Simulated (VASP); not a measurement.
Energy against volume of Co (hcp). Level of theory: vdW-DF-cx, VASP's PBE PAW potentials (set 64) (plane waves; VASP 6.6.1). Numerical set-up: 520 eV cut-off, 17×17×9 Γ-centred mesh, first-order Methfessel-Paxton smearing of 0.10 eV, potentials Co.

Shape and ions are relaxed at each volume.

```tsv
V (Å³/atom)	E (eV/atom)
9.762	-4.79339
10.074	-4.81736
10.385	-4.82502
10.697	-4.81862
```

### Question
Fit these four points and predict the energy of the run at 11.008 Å³/atom.

### Answer
A cubic in V^(−2/3), the third-order Birch-Murnaghan form, passes through the four points with V0 = 10.39 Å³/atom and B0 = 240 GPa, and gives -4.8001 eV/atom there. The run gave -4.8004 eV/atom, -0.3 meV/atom from the fit; all five points give B0 = 238 GPa.

The compound is Co in the hcp structure. It was relaxed first, which changed the volume by -6 %.
